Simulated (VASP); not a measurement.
A convergence study with VASP on Co (hcp): one setting is varied, all else stays as given below, so the limit is that of these other settings. Each run relaxes cell and ions from the cell shown. The basis is that of the starting cell, so low cut-offs carry a Pulay error.

```
Co
1.0
    1.25500    -2.17372     0.00000
    1.25500     2.17372     0.00000
    0.00000     0.00000     4.07000
Co
2
Cartesian
  1.25500   0.72458   1.01750
  1.25500  -0.72458   3.05250
```
Starting moments (μB, in the order of the record's atoms Co Co): 1.8 1.8.

All values below come from PBEsol GGA, VASP's PBE PAW potentials (set 64) (plane waves; VASP). The tightest run used: 700 eV cut-off, 14×14×7 Γ-centred mesh, first-order Methfessel-Paxton smearing of 0.10 eV, potentials Co.

Problem. The settings run are ENCUT = 200; ENCUT = 250; ENCUT = 300; ENCUT = 350; ENCUT = 400; ENCUT = 450; ENCUT = 500; ENCUT = 550; ENCUT = 600; ENCUT = 650; ENCUT = 700. From which on does the relaxed volume stay within 0.1 Å³/atom of the tightest run?

Solution. From ENCUT = 300 on: it is off by 0.004 there and by no more than 0.1 in any finer run, while ENCUT = 250 is off by 0.211.
```json
[
 {"setting": "ENCUT = 200", "relaxed volume (Å³/atom)": "8.930", "E (eV/atom)": "-7.9571", "moment (μB)": "0.000", "plane waves": "151", "difference judged (Å³/atom)": "1.376"},
 {"setting": "ENCUT = 250", "relaxed volume (Å³/atom)": "10.096", "E (eV/atom)": "-7.7619", "moment (μB)": "3.055", "plane waves": "214", "difference judged (Å³/atom)": "0.211"},
 {"setting": "ENCUT = 300", "relaxed volume (Å³/atom)": "10.302", "E (eV/atom)": "-7.7488", "moment (μB)": "3.066", "plane waves": "276", "difference judged (Å³/atom)": "0.004"},
 {"setting": "ENCUT = 350", "relaxed volume (Å³/atom)": "10.283", "E (eV/atom)": "-7.7457", "moment (μB)": "3.064", "plane waves": "340", "difference judged (Å³/atom)": "0.024"},
 {"setting": "ENCUT = 400", "relaxed volume (Å³/atom)": "10.291", "E (eV/atom)": "-7.7400", "moment (μB)": "3.064", "plane waves": "428", "difference judged (Å³/atom)": "0.016"},
 {"setting": "ENCUT = 450", "relaxed volume (Å³/atom)": "10.304", "E (eV/atom)": "-7.7366", "moment (μB)": "3.065", "plane waves": "495", "difference judged (Å³/atom)": "0.002"},
 {"setting": "ENCUT = 500", "relaxed volume (Å³/atom)": "10.306", "E (eV/atom)": "-7.7361", "moment (μB)": "3.065", "plane waves": "578", "difference judged (Å³/atom)": "0.001"},
 {"setting": "ENCUT = 550", "relaxed volume (Å³/atom)": "10.303", "E (eV/atom)": "-7.7363", "moment (μB)": "3.065", "plane waves": "668", "difference judged (Å³/atom)": "0.003"},
 {"setting": "ENCUT = 600", "relaxed volume (Å³/atom)": "10.303", "E (eV/atom)": "-7.7363", "moment (μB)": "3.064", "plane waves": "762", "difference judged (Å³/atom)": "0.004"},
 {"setting": "ENCUT = 650", "relaxed volume (Å³/atom)": "10.305", "E (eV/atom)": "-7.7361", "moment (μB)": "3.065", "plane waves": "852", "difference judged (Å³/atom)": "0.002"},
 {"setting": "ENCUT = 700", "relaxed volume (Å³/atom)": "10.306", "E (eV/atom)": "-7.7359", "moment (μB)": "3.065", "plane waves": "966", "difference judged (Å³/atom)": "0.000"}
]
```

Left out are rungs that failed or repeat a setting and relaxations that didn't move; long series are thinned to 24 rows.

The compound is Co in the hcp structure.
